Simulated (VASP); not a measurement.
Data:

```
CELL_PARAMETERS angstrom
     -2.77189     2.77189     4.35666
      2.77189    -2.77189     4.35666
      2.77189     2.77189    -4.35666
ATOMIC_POSITIONS crystal
  Si 0.75000 0.25000 0.50000
  Si 0.00000 0.00000 0.00000
  S  0.09278 0.12500 0.46778
  S  0.87500 0.34278 0.96778
  S  0.65722 0.62500 0.53222
  S  0.37500 0.90722 0.03222
```

All values below come from r2SCAN meta-GGA, VASP's PBE PAW potentials (set 64) (plane waves; VASP 6.6.1). Numerical set-up: 400 eV cut-off, 6×6×6 Γ-centred mesh, tetrahedra with Blöchl corrections, potentials Si S.

Q: Give the energies of bands 6 to 19 at the high-symmetry points, in eV from the valence-band maximum.

A: 
```
band      Γ      X      P      N      M      S      R
----  -----  -----  -----  -----  -----  -----  -----
6     -5.01  -7.06  -7.00  -5.67  -6.72  -6.27  -6.84
7     -5.01  -4.00  -4.37  -4.83  -4.18  -4.47  -4.19
8     -4.15  -4.00  -4.37  -4.18  -4.18  -4.12  -4.19
9     -4.14  -3.13  -2.67  -2.72  -2.27  -2.92  -2.97
10    -3.28  -3.13  -2.67  -2.70  -2.27  -2.75  -2.97
11    -1.77  -1.86  -1.93  -2.37  -1.95  -2.02  -1.98
12    -1.37  -1.86  -1.93  -2.23  -1.95  -1.80  -1.98
13    -1.37  -0.75  -0.58  -1.04  -1.88  -1.64  -0.91
14    -0.50  -0.75  -0.58  -0.97  -1.88  -0.78  -0.91
15    -0.50  -0.23  -0.49  -0.30  -0.18  -0.53  -0.23
16    -0.16  -0.23  -0.49  -0.24  -0.18   0.00  -0.23
17     3.55   4.27   4.37   4.23   3.97   3.77   4.21
18     4.83   4.27   4.37   4.95   3.97   4.36   4.21
19     4.86   5.21   5.01   5.02   4.10   4.51   5.27
```

The gap is indirect, 3.55 eV, from the valence maximum at (-0.33, 0.33, 0.33) to the conduction minimum at Γ.

The structure comes from a computed database's SiS2 entry (I-42d); how it stands against other phases isn't given here. It was relaxed first.
